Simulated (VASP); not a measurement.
Calculation: r2SCAN meta-GGA, VASP's PBE PAW potentials (set 64) (plane waves; VASP).

VASP input:

File KPOINTS:
```
Automatic mesh
0
Gamma
12 12 12
0 0 0
```

**POSCAR**
```
CuZn
1
    2.9180713884     0.0000000000     0.0000000000
    0.0000000000     2.9180713884     0.0000000000
    0.0000000000     0.0000000000     2.9180713884
Zn Cu
1 1
Direct
  0.5000000000   0.5000000000   0.5000000000
  0.0000000000   0.0000000000   0.0000000000
```

### INCAR
```
SYSTEM = CuZn
PREC = Accurate
ENCUT = 480
EDIFF = 1E-7
NELM = 100
ALGO = Normal
LREAL = .FALSE.
LASPH = .TRUE.
ISMEAR = 1
SIGMA = 0.1
METAGGA = R2SCAN
LMIXTAU = .TRUE.
LMAXMIX = 4
LWAVE = .FALSE.
LCHARG = .FALSE.
ISIF = 3
IBRION = 2
NSW = 40
EDIFFG = -0.01
PSTRESS = 20
```

POTCAR, in this order: Zn Cu (PBE.64 set). Program: vasp_std.

### Question
What will the output report for the number of irreducible k-points (NKPTS), number of bands (NBANDS), largest plane-wave count, number of space-group operations, FFT grid (NGX, NGY, NGZ)?

### Answer

- number of irreducible k-points (NKPTS): 84
- number of bands (NBANDS): 15
- largest plane-wave count: 624
- number of space-group operations: 48
- FFT grid (NGX, NGY, NGZ): 24 × 24 × 24

The compound is CuZn in the CsCl type structure. This run relaxes it under an external pressure of 2 GPa. Symmetry was kept, so distortions that lower it aren't found. The electron count is odd and the run is not spin-polarised, which forces a metal.
